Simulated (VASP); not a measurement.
Here is the system:

```yaml
crystal:
  lattice:
    - [3.87890, 0.00000, 0.00000]
    - [-1.93945, 3.35922, 0.00000]
    - [0.00000, 0.00000, 6.81432]
  atoms:
    - { symbol: Ti, position: [0.00000, 0.00000, 0.00000] }
    - { symbol: Te, position: [0.66667, 0.33333, 0.74983] }
    - { symbol: Te, position: [0.33333, 0.66667, 0.25017] }
```

Calculation: PBE GGA, VASP's PBE PAW potentials (set 64) (plane waves; VASP 6.6.1). Numerical set-up: 300 eV cut-off, 8×8×4 Γ-centred mesh, Fermi-Dirac smearing of 0.10 eV, potentials Ti_sv Te.

At this cut-off the stress carries a Pulay error, which pulls relaxed volumes low.

### Question
Give the force on each atom (eV/Å).

### Answer

```csv
atom,Fx,Fy,Fz
Ti1,0.000,0.000,0.000
Te2,0.000,0.000,0.161
Te3,0.000,0.000,-0.161
```

### Question
Give the stress tensor in GPa (positive for a compressed cell).

### Answer

```
-2.65   0.00   0.00
 0.00  -2.65   0.00
 0.00   0.00  -1.47
```
The pressure is its mean diagonal, -2.26 GPa.

The structure comes from a computed database's TiTe2 entry; how it stands against other phases isn't given here. The cell was not relaxed at this level.
